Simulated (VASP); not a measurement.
Runs of VASP 6.6.1 on AlCu. All rows change the cell; the cell of one of them follows. The structure is orthorhombic, space group Cmmm (No. 65). The conventional cell has a = 4.218 Å, b = 4.260 Å, c = 2.998 Å, α = 90.00°, β = 90.00°, γ = 90.00°. Around Al (site symmetry mmm) lie 8 Cu at 2.59 to 2.60 Å. Around Cu (site symmetry mmm) lie 8 Al at 2.59 to 2.60 Å. The cell comes from a database or a generator and needn't be the stable form of this composition.

```tsv
cell	further INCAR settings	gap on the mesh (eV)	pressure (GPa)
strain -0.0100 x Voigt [0, 0, 0, 0, 0, 1], atoms carried along	ALGO = Fast; EDIFF = 1e-06; NBANDS = 14	none	(a)
strain +0.0050 x Voigt [0, 0, 0, 0, 0, 1], atoms carried along	ALGO = Fast; EDIFF = 1e-06; NBANDS = 14	none	-8.7
strain -0.0200 x Voigt [0, 0, 0, 0, 0, 1], atoms carried along	ALGO = Fast; EDIFF = 1e-07; NBANDS = 14	none	-8.1
strain +0.0150 x Voigt [0, 0, 0, 0, 0, 1], atoms carried along	ALGO = Fast; EDIFF = 1e-06; NBANDS = 14	none	-8.2
```

Alike in all rows: task single point; level LDA; potentials or basis VASP PAW LDA potentials, release 64 (Al, Cu); no spin polarisation; k mesh 16 × 16 × 16; cutoff (eV) 520; smearing gaussian 0.15 eV.

Q: Fill in the values left out.

A: (a) -7.6.

A gap of «none» marks a metal or a gap under the smearing width.
